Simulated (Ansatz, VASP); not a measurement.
**One calculation of Y2Be, two programs**

INCAR

```
SYSTEM = Y2Be
  ALGO = Normal
  EDIFF = 1E-6
  ENCUT = 520
  GGA = PE
  ISIF = 2
  ISMEAR = 0
  LASPH = .TRUE.
  LCHARG = .FALSE.
  LREAL = .FALSE.
  LWAVE = .FALSE.
  NBANDS = 33
  NELM = 80
  PREC = Accurate
  SIGMA = 0.1
```

KPOINTS

```
k-points
0
G
  4 4 4
  0 0 0
```

Contents of POSCAR:

```
Y2Be
1.0
    0.0000000000      3.9481502045      3.9481502045
    3.9481502045      0.0000000000      3.9481502045
    3.9481502045      3.9481502045      0.0000000000
Y Be
4 2
Direct
    0.6250000000      0.6250000000      0.6250000000
    0.1250000000      0.6250000000      0.6250000000
    0.6250000000      0.6250000000      0.1250000000
    0.6250000000      0.1250000000      0.6250000000
    0.0000000000      0.0000000000      0.0000000000
    0.2500000000      0.2500000000      0.2500000000
```

Input for Ansatz:

```yaml
crystal:
  lattice:
    - [0.0, 3.9481502045, 3.9481502045]
    - [3.9481502045, 0.0, 3.9481502045]
    - [3.9481502045, 3.9481502045, 0.0]
  atoms:
    - { symbol: "Y", position: [0.625, 0.625, 0.625] }
    - { symbol: "Y", position: [0.125, 0.625, 0.625] }
    - { symbol: "Y", position: [0.625, 0.625, 0.125] }
    - { symbol: "Y", position: [0.625, 0.125, 0.625] }
    - { symbol: Be, position: [0.0, 0.0, 0.0] }
    - { symbol: Be, position: [0.25, 0.25, 0.25] }
basis:
  ecutwfc: 420
kpoints:
  mp_grid: { grid: [4, 4, 4] }
hamiltonian:
  xc: pbe
scf:
  occupations: { method: gaussian, width: 0.1 }
  lower_state_search: "off"
output:
  forces: true
  stress: true
  eigenvalues: true
```

Alike in both runs: task single point; functional PBE; k mesh 4 × 4 × 4; occupations gaussian, width 0.1 eV; no spin polarisation.

```csv
,VASP,Ansatz
version,VASP 6.6.1,Ansatz 0.2.0
potentials or method,"VASP PAW PBE potentials, release 64 (Y_sv, Be)","scalar-relativistic, plane waves, PAW"
plane-wave cutoff (eV),520,420
valence electrons in the cell,48,48
```

|  | VASP | Ansatz | Ansatz less VASP |
| --- | --- | --- | --- |
| gap on the k mesh at the Fermi level (eV) | none | none | - |
| pressure (GPa) | 15.4 | 15.5 | +0.06 |

A gap of «none» marks a metal or a gap that the smearing closes. With one functional, cell and mesh, what is left measures potentials, basis and numerics.

Caveats: so large a pressure means that the cell lies far from this level's equilibrium, or that cutoff or potentials fall short (VASP).
